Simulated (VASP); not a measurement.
Here is the system:

```
AgAs
1.0
    3.33874     0.00000     0.00000
    0.00000     3.33874     0.00000
    0.00000     0.00000     3.33874
Ag As
1 1
Cartesian
 -0.10000   0.00000   0.00000
  1.66937   1.66937   1.66937
```

All values below come from r2SCAN meta-GGA, VASP's PBE PAW potentials (set 64) (plane waves; VASP 6.6.1). Settings: 480 eV cut-off, 10×10×10 Γ-centred mesh, first-order Methfessel-Paxton smearing of 0.10 eV, potentials Ag As.

**Question.** Predict the energy per atom (σ→0), largest force, band gap (on the k-mesh) with the smallest direct gap where there is one.

**Answer.** 
| Item | Value |
|---|---|
| band gap (on the k-mesh) | none (metal, semimetal or under 0.01 eV) |
| energy per atom (σ→0) | -17.680 eV/atom |
| largest force | 0.114 eV/Å |

The structure was generated: AgAs was put into the CsCl type (Pm-3m), which need not be its known phase. This cell was strained or had an atom moved on purpose.
